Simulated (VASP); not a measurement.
Output of a VASP run:

### OUTCAR
```
 ion  position               nearest neighbor table
   1  0.333  0.667  0.250-   2 3.46   2 3.46   2 3.46   2 3.46   2 3.46   2 3.46
   2  0.667  0.333  0.750-   1 3.46   1 3.46   1 3.46   1 3.46   1 3.46   1 3.46
  LATTYP: Found a hexagonal cell.
 ALAT       =     3.5600470260
 C/A-ratio  =     1.5632165832
 Subroutine PRICEL returns:
 Original cell was already a primitive cell.
 Subroutine GETGRP returns: Found 24 space group operations
The static configuration has the point symmetry D_3d.
 The point group associated with its full space group is D_6h.
The dynamic configuration has the point symmetry D_3d.
The overall configuration has the point symmetry D_3d.
 Subroutine INISYM returns: Found 24 space group operations
 Subroutine IBZKPT returns following result:
 Found     64 irreducible k-points:

 Following reciprocal coordinates:
            Coordinates               Weight
  0.000000  0.000000  0.000000      1.000000
  0.090909 -0.000000  0.000000      6.000000
  0.181818  0.000000  0.000000      6.000000
  0.272727 -0.000000  0.000000      6.000000
  0.363636 -0.000000  0.000000      6.000000
  0.454545 -0.000000  0.000000      6.000000
  0.090909  0.090909  0.000000      6.000000
  0.181818  0.090909  0.000000     12.000000
  0.272727  0.090909  0.000000     12.000000
  0.363636  0.090909  0.000000     12.000000
  0.454545  0.090909  0.000000      6.000000
  0.181818  0.181818  0.000000      6.000000
  0.272727  0.181818  0.000000     12.000000
  0.363636  0.181818  0.000000     12.000000
  0.272727  0.272727  0.000000      6.000000
  0.363636  0.272727  0.000000      6.000000
  0.000000  0.000000  0.166667      2.000000
  0.090909 -0.000000  0.166667     12.000000
  0.181818  0.000000  0.166667     12.000000
  0.272727 -0.000000  0.166667     12.000000
  0.363636 -0.000000  0.166667     12.000000
  0.454545 -0.000000  0.166667     12.000000
  0.090909  0.090909  0.166667     12.000000
  0.181818  0.090909  0.166667     24.000000
  0.272727  0.090909  0.166667     24.000000
  0.363636  0.090909  0.166667     24.000000
  0.454545  0.090909  0.166667     12.000000
  0.181818  0.181818  0.166667     12.000000
  0.272727  0.181818  0.166667     24.000000
  0.363636  0.181818  0.166667     24.000000
  0.272727  0.272727  0.166667     12.000000
  0.363636  0.272727  0.166667     12.000000
  0.000000  0.000000  0.333333      2.000000
  0.090909 -0.000000  0.333333     12.000000
  0.181818  0.000000  0.333333     12.000000
  0.272727 -0.000000  0.333333     12.000000
  0.363636 -0.000000  0.333333     12.000000
  0.454545 -0.000000  0.333333     12.000000
  0.090909  0.090909  0.333333     12.000000
  0.181818  0.090909  0.333333     24.000000
   k-points           NKPTS =     64   k-points in BZ     NKDIM =     64   number of bands    NBANDS=     26
   number of dos      NEDOS =    301   number of ions     NIONS =      2
   total plane-waves  NPLWV =  20736
   dimension x,y,z NGX =    24 NGY =   24 NGZ =   36
   dimension x,y,z NGXF=    48 NGYF=   48 NGZF=   72
   ions per type =               2
   PREC   = accura    normal or accurate (medium, high low for compatibility)
   ISTART =      0    job   : 0-new  1-cont  2-samecut
   ICHARG =      2    charge: 1-file 2-atom 10-const
   ISPIN  =      1    spin polarized calculation?
   LNONCOLLINEAR =      T non collinear calculations
   LSORBIT =      T    spin-orbit coupling
   INIWAV =      1    electr: 0-lowe 1-rand  2-diag
   ENCUT  =  400.0 eV  29.40 Ry    5.42 a.u.   5.81  5.81  9.08*2*pi/ulx,y,z
   NELM   =    100;   NELMIN=  2; NELMDL= -5     # of ELM steps
   EDIFF  = 0.1E-05   stopping-criterion for ELM
   LREAL  =      F    real-space projection
   NLSPLINE    = F    spline interpolate recip. space projectors
   LMAXMIX     =    6 max onsite mixed and CHGCAR
   VOSKOWN=      0    Vosko Wilk Nusair interpolation
   EDIFFG = 0.1E-04   stopping-criterion for IOM
...
```

File OSZICAR:
```
       N       E                     dE             d eps       ncg     rms          rms(c)
DAV:   1     0.599143028421E+02    0.59914E+02   -0.74402E+03  3336   0.103E+03
DAV:   2    -0.646874378591E+01   -0.66383E+02   -0.64587E+02  3454   0.296E+02
DAV:   3    -0.103989050726E+02   -0.39302E+01   -0.36765E+01  4570   0.435E+01
DAV:   4    -0.105526883986E+02   -0.15378E+00   -0.15019E+00  4084   0.661E+00
DAV:   5    -0.105563752776E+02   -0.36869E-02   -0.36802E-02  4314   0.105E+00    0.264E+01
DAV:   6    -0.105461905295E+02    0.10185E-01   -0.28269E-02  4062   0.137E+00    0.157E+01
DAV:   7    -0.105488576304E+02   -0.26671E-02   -0.28240E-02  3936   0.138E+00    0.711E+00
DAV:   8    -0.105507815372E+02   -0.19239E-02   -0.33118E-03  4388   0.480E-01    0.207E-01
DAV:   9    -0.105504518205E+02    0.32972E-03   -0.12996E-03  3682   0.271E-01    0.849E-02
DAV:  10    -0.105504582532E+02   -0.64326E-05   -0.74766E-05  4148   0.739E-02    0.194E-02
DAV:  11    -0.105504564358E+02    0.18173E-05   -0.13098E-06  3144   0.106E-02    0.752E-03
DAV:  12    -0.105504558951E+02    0.54074E-06   -0.91121E-07  2238   0.874E-03
   1 F= -.10550456E+02 E0= -.10547997E+02  d E =-.491716E-02  mag=     0.0000    -0.0000    -0.0000
       N       E                     dE             ncg
```

File OUTCAR:
```
------------------------ aborting loop because EDIFF is reached ----------------------------------------
  FORCE on cell =-STRESS in cart. coord.  units (eV):
  Direction    XX          YY          ZZ          XY          YZ          ZX
  --------------------------------------------------------------------------------------
  Total       -0.0927628     -0.0927628     -0.0789974     -0.0000000     -0.0000000      0.0000000
  in kB       -2.4331425     -2.4331418     -2.0720783     -0.0000000     -0.0000000      0.0000000
  external PRESSURE =      -2.3127876 kB  Pullay stress =       0.0000000 kB
  volume of cell :       61.08
      direct lattice vectors                 reciprocal lattice vectors
     1.780023703 -3.083091054  0.000000000     0.280895136 -0.162174905  0.000000000
     1.780023703  3.083091054  0.000000000     0.280895136  0.162174905  0.000000000
     0.000000000  0.000000000  5.565124548     0.000000000  0.000000000  0.179690498
 POSITION                                       TOTAL-FORCE (eV/Angst)
 -----------------------------------------------------------------------------------
      1.78002      1.02770      1.39128        -0.000000     -0.000000      0.000000
      1.78002     -1.02770      4.17384         0.000000      0.000000     -0.000000
 -----------------------------------------------------------------------------------
    total drift:                                0.000003      0.000000      0.000000
  FREE ENERGIE OF THE ION-ELECTRON SYSTEM (eV)
  ---------------------------------------------------
  free  energy   TOTEN  =       -10.5504558951 eV

  energy  without entropy=      -10.5455387395  energy(sigma->0) =      -10.54799732

 Ion:    1  E_soc:     -0.5559117

 Ion:    2  E_soc:     -0.5559117
```
(Selected blocks of OUTCAR.)

### POSCAR
```
Tb
1
    1.7800237029    -3.0830910536     0.0000000000
    1.7800237029     3.0830910536     0.0000000000
    0.0000000000     0.0000000000     5.5651245480
Tb
2
Direct
  0.3333330000   0.6666670000   0.2500000000
  0.6666670000   0.3333330000   0.7500000000
```

**Question.** Reconstruct the remaining input files.

**Answer.** Several could match; the one computed here: the input of the run itself, PBEsol GGA with spin-orbit coupling, plane waves, VASP's PBE PAW potentials (set 64).

INCAR:
```
! general
SYSTEM     = Tb
PREC       = Accurate
ENCUT      = 400   ! plane-wave cut-off (eV)
LREAL      = .FALSE.
LASPH      = .TRUE.

! electronic loop
EDIFF      = 1E-6   ! SCF stop (eV)
NELM       = 100
ALGO       = Normal   ! blocked Davidson
LMAXMIX    = 6   ! l cut-off of mixed one-centre charges

! smearing
ISMEAR     = 0   ! Gaussian
SIGMA      = 0.05   ! width (eV)

! functional
GGA        = PS   ! PBEsol
GGA_COMPAT = .FALSE.

! spin
MAGMOM     = 0 0 0 0 0 0
LSORBIT    = .TRUE.

! output
LWAVE      = .FALSE.
LCHARG     = .FALSE.
```

File KPOINTS_OPT:
```
k-points along high-symmetry lines
5
Line-mode
Reciprocal
  0.000000   0.000000   0.000000 ! GAMMA
  0.000000   0.500000   0.000000 ! M

  0.000000   0.500000   0.000000 ! M
 -0.333333   0.666667   0.000000 ! K

 -0.333333   0.666667   0.000000 ! K
  0.000000   0.000000   0.000000 ! GAMMA

  0.000000   0.000000   0.000000 ! GAMMA
  0.000000   0.000000   0.500000 ! A

  0.000000   0.000000   0.500000 ! A
  0.000000   0.500000   0.500000 ! L

  0.000000   0.500000   0.500000 ! L
 -0.333333   0.666667   0.500000 ! H

 -0.333333   0.666667   0.500000 ! H
  0.000000   0.000000   0.500000 ! A

  0.000000   0.500000   0.500000 ! L
  0.000000   0.500000   0.000000 ! M

 -0.333333   0.666667   0.500000 ! H
 -0.333333   0.666667   0.000000 ! K
```

KPOINTS:
```
Automatic
0
gamma
  11 11 6
```

POTCAR, in this order: Tb_3 (PBE.64 set). Program: vasp_ncl.

The 4f electrons are frozen in the core of the lanthanide potential, so 4f levels, which can set the real gap, and their magnetism are missing.

The compound is Tb in the hcp structure. It was relaxed first.
